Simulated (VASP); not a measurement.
Input:

```yaml
crystal:
  lattice:
    - [6.37521, 0.00000, 0.00000]
    - [-3.18761, 5.52109, 0.00000]
    - [0.00000, 0.00000, 11.26663]
  atoms:
    - { symbol: Rb, position: [0.00000, 0.00000, 0.25000] }
    - { symbol: Rb, position: [0.00000, 0.00000, 0.75000] }
    - { symbol: Rb, position: [0.33333, 0.66667, 0.58234] }
    - { symbol: Rb, position: [0.66667, 0.33333, 0.41766] }
    - { symbol: Rb, position: [0.66667, 0.33333, 0.08234] }
    - { symbol: Rb, position: [0.33333, 0.66667, 0.91766] }
    - { symbol: Sb, position: [0.33333, 0.66667, 0.25000] }
    - { symbol: Sb, position: [0.66667, 0.33333, 0.75000] }
```

All values below come from PBEsol GGA, VASP's PBE PAW potentials (set 64) (plane waves; VASP). Settings: 300 eV cut-off, 3×3×2 Γ-centred mesh, Fermi-Dirac smearing of 0.14 eV, potentials Rb_sv Sb.

Unless said otherwise, spin-orbit coupling is left out, though it shifts the bands of the heavy elements here.

Predict the energy per atom (σ→0), band gap (on the k-mesh) with the smallest direct gap where there is one.

| Item | Result |
|---|---|
| band gap (on the k-mesh) | none (metal, semimetal or under 0.01 eV) |
| energy per atom (σ→0) | -2.268 eV/atom |

The absolute energy has meaning only against runs of the same code, potentials and settings.

The structure comes from a computed database's Rb3Sb entry (P6_3/mmc); how it stands against other phases isn't given here. The cell was not relaxed at this level. The k-mesh is coarse (spacing up to 0.38 per Å, 2π included), so the numbers may not be converged in it.
